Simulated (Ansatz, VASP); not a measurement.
# Sn19Ge5Se24 (Sn0.8Ge0.2Se, orthorhombic GeSe-type): VASP beside Ansatz

Aim: how closely do two programs agree when they are given the same cell, functional and k mesh? The cell is invented: As first built, before any earlier steps moved the atoms (in the runner's words): 1x3x2 conventional cells of the SnSe type (48 atoms: 5 Ge, 24 Se, 19 Sn); Sn/Ge share their sites, the best of 600 random draws by like-pair counts in two shells; start lattice by linear mixing of the end members' cells; atoms moved at random by 0.02 A. It may not be a known or stable phase. The structure shown is the end of the Ansatz relaxation below.

Calculated with Ansatz 0.2.0; plane waves, with VASP 6.6.1 beside it; single point at PBEsol.

**1. The structure**

The cell holds 48 atoms: 5 Ge, 24 Se and 19 Sn. Its edges and angles: a = 11.308 Å, b = 12.276 Å, c = 8.700 Å, α = 90.0°, β = 90.1°, γ = 89.9°. It derives from SnSe (SnSe type, space group 62), repeated 1×3×2. As first built, before any earlier steps moved the atoms (in the runner's words): 1x3x2 conventional cells of the SnSe type (48 atoms: 5 Ge, 24 Se, 19 Sn); Sn/Ge share their sites, the best of 600 random draws by like-pair counts in two shells; start lattice by linear mixing of the end members' cells; atoms moved at random by 0.02 A.

Structure file:

```cif
data_structure
_symmetry_space_group_name_H-M 'P 1'
_symmetry_Int_Tables_number 1
_cell_length_a 11.3080
_cell_length_b 12.2756
_cell_length_c 8.7003
_cell_angle_alpha 90.002
_cell_angle_beta 90.072
_cell_angle_gamma 89.900
_cell_volume 1207.69
loop_
_atom_site_label
_atom_site_type_symbol
_atom_site_fract_x
_atom_site_fract_y
_atom_site_fract_z
_atom_site_occupancy
Ge1 Ge 0.13093 0.07903 0.05379 1
Ge2 Ge 0.37142 0.24552 0.30717 1
Ge3 Ge 0.62924 0.08293 0.69426 1
Ge4 Ge 0.12880 0.75342 0.05366 1
Ge5 Ge 0.36732 0.91645 0.80760 1
Se6 Se 0.85742 0.08341 0.23510 1
Se7 Se 0.64108 0.24221 0.49331 1
Se8 Se 0.35350 0.07493 0.00679 1
Se9 Se 0.14955 0.23900 0.25268 1
Se10 Se 0.85287 0.08247 0.73639 1
Se11 Se 0.64151 0.24961 0.98385 1
Se12 Se 0.35887 0.08823 0.50904 1
Se13 Se 0.14197 0.24892 0.76431 1
Se14 Se 0.85669 0.41512 0.23923 1
Se15 Se 0.64027 0.58515 0.48871 1
Se16 Se 0.35943 0.41406 0.01361 1
Se17 Se 0.14212 0.59311 0.25088 1
Se18 Se 0.85735 0.41663 0.73730 1
Se19 Se 0.64182 0.58203 0.98879 1
Se20 Se 0.35546 0.40798 0.49938 1
Se21 Se 0.14159 0.58131 0.76263 1
Se22 Se 0.85741 0.75075 0.23615 1
Se23 Se 0.64221 0.92429 0.49568 1
Se24 Se 0.35218 0.75596 0.00490 1
Se25 Se 0.14325 0.91589 0.24729 1
Se26 Se 0.85691 0.75044 0.73778 1
Se27 Se 0.64046 0.91853 0.98276 1
Se28 Se 0.35784 0.75033 0.51426 1
Se29 Se 0.14467 0.91710 0.76808 1
Sn30 Sn 0.61420 0.08514 0.20072 1
Sn31 Sn 0.88213 0.24847 0.45401 1
Sn32 Sn 0.11785 0.08253 0.54972 1
Sn33 Sn 0.38655 0.24548 0.79713 1
Sn34 Sn 0.88488 0.24797 0.95306 1
Sn35 Sn 0.11897 0.41583 0.04532 1
Sn36 Sn 0.38291 0.58331 0.29591 1
Sn37 Sn 0.61406 0.41329 0.20293 1
Sn38 Sn 0.88112 0.58318 0.45366 1
Sn39 Sn 0.11452 0.41437 0.54959 1
Sn40 Sn 0.38356 0.58199 0.79890 1
Sn41 Sn 0.61591 0.41556 0.70150 1
Sn42 Sn 0.88554 0.58492 0.95307 1
Sn43 Sn 0.38655 0.91709 0.30071 1
Sn44 Sn 0.61676 0.75196 0.19903 1
Sn45 Sn 0.88459 0.91748 0.45081 1
Sn46 Sn 0.11690 0.75064 0.55064 1
Sn47 Sn 0.61356 0.75458 0.70662 1
Sn48 Sn 0.88422 0.91641 0.95679 1
```

**2. Ansatz: relaxation, PBEsol**

Ansatz runs on its default PAW (the set named soft_2) files.

This run makes the geometry at which the two programs are then compared.

input.yaml

```yaml
crystal:
  lattice:
    - [11.40959, 0.00197, -0.00654]
    - [0.00216, 12.35132, -0.00284]
    - [-0.00514, -0.00204, 8.78047]
  atoms:
    - { symbol: Ge, position: [0.13219, 0.07993, 0.0582] }
    - { symbol: Ge, position: [0.36981, 0.24681, 0.31055] }
    # ... one line an atom, as in the record's system
kpoints:
  mp_grid: { grid: [3, 2, 3], shift: [0.0, 0.5, 0.0] }
hamiltonian:
  xc: pbesol
scf:
  occupations: { method: methfessel_paxton, width: 0.15 }
output:
  forces: true
  stress: true
relax:
  f_tol: 0.02
  max_steps: 45
  cell: { stress_tol: 0.1 }
```

On the command line:

```
$ ansatz run input.yaml --threads 32 --pin off --max-ram 92160MiB --backend cuda --events-out ev --progress --plain --runs-dir out --max-vram 78GiB
```

Numbers of over 12 decimals in the logs are rounded to 6 here.

The program printed:

```text
Engine: ansatz 0.2.0, aarch64-unknown-linux-gnu
Pseudopotentials: kind: paw
Pseudopotential: Ge, paw, valence charge 14, recommended cutoff 420 eV (normal), Ge.paw.azcp
Pseudopotential: Se, paw, valence charge 16, recommended cutoff 420 eV (normal), Se.paw.azcp
device memory: the entry about to start is reckoned to put 32.9 GiB on a device that reports 175.8 GiB free (of which the cap on the GPU budget leaves the run 78.0 GiB)
GPU FFT provider: cuFFT
GPU libraries: cuBLAS 13.8.1, cuFFT 12.4.0, cuSOLVER 12.3.2
GPU matrix products: emulated (plane waves: as basis.precision tells), large ones in fixed point in workspaces of 1.00 GiB
Crystal: 48 atoms, lattice volume = 1237.374 Å³
Basis set: ecut = 420 eV, 24179 PW (Γ), exchange–correlation on 160×180×120 points (8 copies of the dense FFT grid, shifted against one another)
Bands: 432, of which v1, the nominal top of the filled ones, is band 360 counted from 1 (359 counted from 0)
k-points: 9 of 18 (time reversal used)
PAW frozen core: Ge, regenerated for the run's functional, and the local potential with it (the file was generated under x = pbe(κ = 0.804, μ = 0.219515), c = pbe(β = 0.066725))
PAW frozen core: Se, regenerated for the run's functional, and the local potential with it (the file was generated under x = pbe(κ = 0.804, μ = 0.219515), c = pbe(β = 0.066725))
PAW frozen core: Sn, regenerated for the run's functional, and the local potential with it (the file was generated under x = pbe(κ = 0.804, μ = 0.219515), c = pbe(β = 0.066725))
GPU buffer pool allocated for 432000 grid points (all kernels)
GPU transforms: local potential and band sums: pruned to the plane-wave sphere, on 80×81×60
relax step   1: F+E_penalty+E_count = -264512.87479193 eV  Δ(F+E_penalty+E_count) = +0.000e0 eV  max|allowed force component| = 1.644e-1 eV/Å  Δτ_max = 0.0000 Å  P = -1.059 GPa  Ω = 1237.374 Å³
[...]
relax step   2: F+E_penalty+E_count = -264512.84344418 eV  Δ(F+E_penalty+E_count) = +3.135e-2 eV  max|allowed force component| = 9.538e-2 eV/Å  Δτ_max = 0.1075 Å  P = +1.328 GPa  Ω = 1175.386 Å³
[...]
relax step   3: F+E_penalty+E_count = -264512.98293911 eV  Δ(F+E_penalty+E_count) = -1.081e-1 eV  max|allowed force component| = 2.780e-2 eV/Å  Δτ_max = 0.0357 Å  P = -0.035 GPa  Ω = 1210.447 Å³
[...]
relax step   4: F+E_penalty+E_count = -264512.98533329 eV  Δ(F+E_penalty+E_count) = -2.394e-3 eV  max|allowed force component| = 1.883e-2 eV/Å  Δτ_max = 0.0141 Å  P = +0.023 GPa  Ω = 1207.691 Å³
[...]
relax step   5: F+E_penalty+E_count = -264512.98016404 eV  Δ(F+E_penalty+E_count) = +5.169e-3 eV  max|allowed force component| = 1.894e-2 eV/Å  Δτ_max = 0.0000 Å  P = +0.023 GPa  Ω = 1207.691 Å³  stress off target by 3.40e-2 GPa  SCF on the basis re-selected at this cell (its energy is not comparable with the rows above)
basis re-selected at this cell: Δ(F+E_penalty+E_count) = +5.169e-3 eV, ΔP = +0.000 GPa vs the last step (what re-selecting the basis moved, of the pressure what is left beyond the Pulay correction that the steps carried, after the strain that the cell walked since its last selection, with what the two solves' SCF thresholds leave and, on support functions, any second-order correction that the steps lacked; it is no m [...]
SCF converged after 4 iterations
Stability not checked: this state was not tested for a lower state beside it, because cold or Methfessel-Paxton smearing, or corrected tetrahedra, fill the levels in a way that the test cannot read (fill_not_monotonic; see scf.lower_state_search)
Free energy (F): -264512.980164 eV
Internal energy: -264512.980535 eV  (E = F + TS)
E sigma→0 (E₀):  -264512.980257 eV
Entropy (-TS):   0.000371 eV (0.008 meV/atom)
Fermi energy:    9.452669 eV
Step filling:    the computed levels leave a gap of 0.7522 eV = 5.0 smearing widths at the electron count; against every level under it full and every level over it empty, smearing changes F+E_penalty+E_count by +0.026 meV and its σ→0 estimate by -0.067 meV
--- Forces (eV/Å), atoms counted from 1 ---
  max |Σ_I F_I| component: 2.77e-6 eV/Å
--- Stress (GPa, compression-positive) ---
        0.018764      -0.001107       0.000545
       -0.001107       0.032765       0.004237
        0.000545       0.004237       0.018295
  P = ⅓ Tr σ = 0.0233 GPa (0.233 kbar)
--- Band table (eV; the first three rows and the last of 9) ---
--- Relaxed structure (4 steps of the walk, 3 accepted, 1 SCFs on fresh bases) ---
  F+E_penalty+E_count = -264512.98016404 eV   max|allowed force component| = 1.894e-2 eV/Å   (the final SCF, on the basis selected at the relaxed cell)
  cell:  # Å, volume = 1207.6910 Å³
    - [11.307947, 0.00988102, -0.00708021]
    - [0.010719, 12.275547, -0.000209171]
    - [-0.00555766, -0.000179181, 8.700250]
  atoms:
    [... one line an atom ...]
```

**3. VASP: single point, PBEsol**

The same cell, functional, mesh and smearing now go to VASP, with its own data sets.

Lines of VASP's logs that name or quote its potential files are left out, and so is its time.

INCAR

```
SYSTEM = Sn19Ge5Se24
PREC = Accurate
ENCUT = 410
EDIFF = 1E-06
NELM = 120
ISMEAR = 1
SIGMA = 0.15
LREAL = Auto
ALGO = Normal
GGA = PS
NBANDS = 280
LORBIT = 11
LWAVE = .FALSE.
LCHARG = .FALSE.
ISIF = 2
ISYM = 0
LASPH = .TRUE.
GGA_COMPAT = .FALSE.
EFERMI = MIDGAP
KPAR = 8
```

POSCAR

```
Sn19Ge5Se24
1.0
   11.3079470000      0.0098810000     -0.0070800000
    0.0107190000     12.2755470000     -0.0002090000
   -0.0055580000     -0.0001790000      8.7002500000
Ge Se Sn
5 24 19
Direct
    0.1309300000      0.0790300000      0.0537900000
    0.3714200000      0.2455200000      0.3071700000
    0.6292400000      0.0829300000      0.6942600000
    0.1288000000      0.7534200000      0.0536600000
    0.3673200000      0.9164500000      0.8076000000
    0.8574200000      0.0834100000      0.2351000000
    0.6410800000      0.2422100000      0.4933100000
    0.3535000000      0.0749300000      0.0067900000
    0.1495500000      0.2390000000      0.2526800000
    0.8528700000      0.0824700000      0.7363900000
    0.6415100000      0.2496100000      0.9838500000
    0.3588700000      0.0882300000      0.5090400000
    0.1419700000      0.2489200000      0.7643100000
    0.8566900000      0.4151200000      0.2392300000
    0.6402700000      0.5851500000      0.4887100000
    0.3594300000      0.4140600000      0.0136100000
    0.1421200000      0.5931100000      0.2508800000
    0.8573500000      0.4166300000      0.7373000000
    0.6418200000      0.5820300000      0.9887900000
    0.3554600000      0.4079800000      0.4993800000
    0.1415900000      0.5813100000      0.7626300000
    0.8574100000      0.7507500000      0.2361500000
    0.6422100000      0.9242900000      0.4956800000
    0.3521800000      0.7559600000      0.0049000000
    0.1432500000      0.9158900000      0.2472900000
    0.8569100000      0.7504400000      0.7377800000
    0.6404600000      0.9185300000      0.9827600000
    0.3578400000      0.7503300000      0.5142600000
    0.1446700000      0.9171000000      0.7680800000
    0.6142000000      0.0851400000      0.2007200000
    0.8821300000      0.2484700000      0.4540100000
    0.1178500000      0.0825300000      0.5497200000
    0.3865500000      0.2454800000      0.7971300000
    0.8848800000      0.2479700000      0.9530600000
    0.1189700000      0.4158300000      0.0453200000
    0.3829100000      0.5833100000      0.2959100000
    0.6140600000      0.4132900000      0.2029300000
    0.8811200000      0.5831800000      0.4536600000
    0.1145200000      0.4143700000      0.5495900000
    0.3835600000      0.5819900000      0.7989000000
    0.6159100000      0.4155600000      0.7015000000
    0.8855400000      0.5849200000      0.9530700000
    0.3865500000      0.9170900000      0.3007100000
    0.6167600000      0.7519600000      0.1990300000
    0.8845900000      0.9174800000      0.4508100000
    0.1169000000      0.7506400000      0.5506400000
    0.6135600000      0.7545800000      0.7066200000
    0.8842200000      0.9164100000      0.9567900000
```

KPOINTS

```
Points of the shifted mesh
18
Reciprocal
 0.0000000000  0.2500000000  0.0000000000 1
 0.0000000000  0.2500000000  0.3333333333 1
 0.0000000000  0.2500000000  0.6666666667 1
 0.0000000000  0.7500000000  0.0000000000 1
 0.0000000000  0.7500000000  0.3333333333 1
 0.0000000000  0.7500000000  0.6666666667 1
 0.3333333333  0.2500000000  0.0000000000 1
 0.3333333333  0.2500000000  0.3333333333 1
 0.3333333333  0.2500000000  0.6666666667 1
 0.3333333333  0.7500000000  0.0000000000 1
 0.3333333333  0.7500000000  0.3333333333 1
 0.3333333333  0.7500000000  0.6666666667 1
 0.6666666667  0.2500000000  0.0000000000 1
 0.6666666667  0.2500000000  0.3333333333 1
 0.6666666667  0.2500000000  0.6666666667 1
 0.6666666667  0.7500000000  0.0000000000 1
 0.6666666667  0.7500000000  0.3333333333 1
 0.6666666667  0.7500000000  0.6666666667 1
```

The projector-augmented-wave data sets are Ge_d, Se and Sn_d (PBE family, release 64).

On the command line:

```
$ mpirun -np 8 vasp_std
```

The program printed:

```text
[banner, memory and clock lines left out]
running    8 mpi-ranks, on    1 nodes
[...]
|                                                                             |
|           W    W    AA    RRRRR   N    N  II  N    N   GGGG   !!!           |
|           W    W   A  A   R    R  NN   N  II  NN   N  G    G  !!!           |
|           W    W  A    A  R    R  N N  N  II  N N  N  G       !!!           |
|           W WW W  AAAAAA  RRRRR   N  N N  II  N  N N  G  GGG   !            |
|           WW  WW  A    A  R   R   N   NN  II  N   NN  G    G                |
|           W    W  A    A  R    R  N    N  II  N    N   GGGG   !!!           |
|                                                                             |
|     For optimal performance we recommend to set                             |
|       NCORE = 2 up to number-of-cores-per-socket                            |
|     NCORE specifies how many cores store one orbital (NPAR=cpu/NCORE).      |
|     This setting can greatly improve the performance of VASP for DFT.       |
[...]
|                                                                             |
|     You enforced a specific xc type in the INCAR file but a different       |
|     [... a line on the potential file left out ...]
|     I HOPE YOU KNOW WHAT YOU ARE DOING!                                     |
|                                                                             |

 LDA part: xc-table for (Slater+PW92), standard interpolation
 POSCAR, INCAR and KPOINTS ok, starting setup
[...]
entering main loop
       N       E                     dE             d eps       ncg     rms          rms(c)
DAV:   1     0.695864100195E+04    0.69586E+04   -0.16519E+05 10664   0.228E+03
DAV:   2     0.137695993457E+04   -0.55817E+04   -0.54415E+04 10080   0.667E+02
DAV:   3    -0.235938449956E+02   -0.14006E+04   -0.13276E+04 11216   0.252E+02
DAV:   4    -0.210158273140E+03   -0.18656E+03   -0.17924E+03 11936   0.873E+01
[...]
DAV:  13    -0.216635579268E+03    0.41122E-05   -0.17531E-04 13640   0.381E-02    0.894E-03
DAV:  14    -0.216635579183E+03    0.84932E-07   -0.18593E-05 12432   0.172E-02    0.426E-03
DAV:  15    -0.216635579060E+03    0.12386E-06   -0.29724E-06  7368   0.584E-03
   1 F= -.21663558E+03 E0= -.21663888E+03  d E =0.989367E-02
```

Parts of OUTCAR (step 3):

```text
  Total        0.3580213      0.4021590      0.2449133     -0.0037764      0.0307941      0.0155419
  in kB        0.4749672      0.5335222      0.3249130     -0.0050099      0.0408528      0.0206185
  external PRESSURE =       0.4444675 kB  Pullay stress =       0.0000000 kB

 POSITION                                       TOTAL-FORCE (eV/Angst)
 -----------------------------------------------------------------------------------
      1.48110      0.97142      0.46704        -0.004977      0.001788     -0.013105
      4.20092      3.01751      2.66977         0.004578      0.007239     -0.005324
      7.11244      1.02410      6.03576         0.000746     -0.004113      0.020591
      1.46424      9.24991      0.46579        -0.010312     -0.000569     -0.001955
      4.15897     11.25341      7.02353         0.005466     -0.010879     -0.017657
      9.69525      1.03233      2.03934         0.003802      0.000021     -0.022843
      7.24915      2.97951      4.28733        -0.000877     -0.001614     -0.018562
      3.99812      0.92330      0.05656         0.004313      0.002738      0.015828
      1.69226      2.93529      2.19727        -0.003438     -0.008591      0.012977
      9.64100      1.02066      6.40072        -0.000738      0.002602     -0.024981
      7.25137      3.07026      8.55515        -0.009194     -0.002342     -0.021793
      4.05620      1.08653      4.42622        -0.004102      0.004720      0.014452
      1.60381      3.05690      6.64863        -0.011252      0.003112      0.017047
      9.69053      5.10425      2.07521         0.005980      0.000130     -0.014495
[...]
-----------------------------------------------------------------------------------
    total drift:                                0.008916      0.003647     -0.007437

  FREE ENERGIE OF THE ION-ELECTRON SYSTEM (eV)
  ---------------------------------------------------
  free  energy   TOTEN  =      -216.6355790596 eV

  energy  without entropy=     -216.6454727323  energy(sigma->0) =     -216.63887695

[... 2 further parts left out ...]
```

Methfessel-Paxton smearing is not meant for a cell with a gap.

**4. Differences**

Known differences besides the potentials themselves: the data sets hold 720 valence electrons in Ansatz (on its default PAW (the set named soft_2) files) and 480 in VASP; the cutoff is 420 eV in Ansatz and 410 eV in VASP (PREC = Accurate, projectors in real space); Ansatz makes its cores anew for this functional, VASP keeps those of its PBE data sets. Total energies have different zeros and are not compared.

Compared:

```
              quantity  Ansatz   VASP  difference
gap on the k mesh (eV)   0.752  0.741      +0.011
```

A gap on the mesh is an upper bound, since the band edges may lie between its points.

**5. Outcome**

| Item | Value |
| --- | --- |
| difference in gap on the k mesh (single point, PBEsol) | 0.011 eV |

**Reading.** The difference in gap on the k mesh is 0.011 eV (single point, PBEsol), within the 0.08 eV picked in this series as the mark of a large difference. The data sets hold unlike numbers of valence electrons (720 in Ansatz and 480 in VASP), so part of the differences comes from the potentials. How closely two codes agree says nothing of how well the functional describes the real material.

[Lines on the potential files, build, host, timing and source positions are cut from VASP's logs without a mark.]

[Logs are printed without paths, hosts, clocks, repeated set-up lines and the standing remarks that a program may print on its own settings, such as how far it seeks lower states.]

[Hosts, paths, dates, database ids (printed as entryN), source tags and the programs' standing remarks are cut or masked in the printed files.]
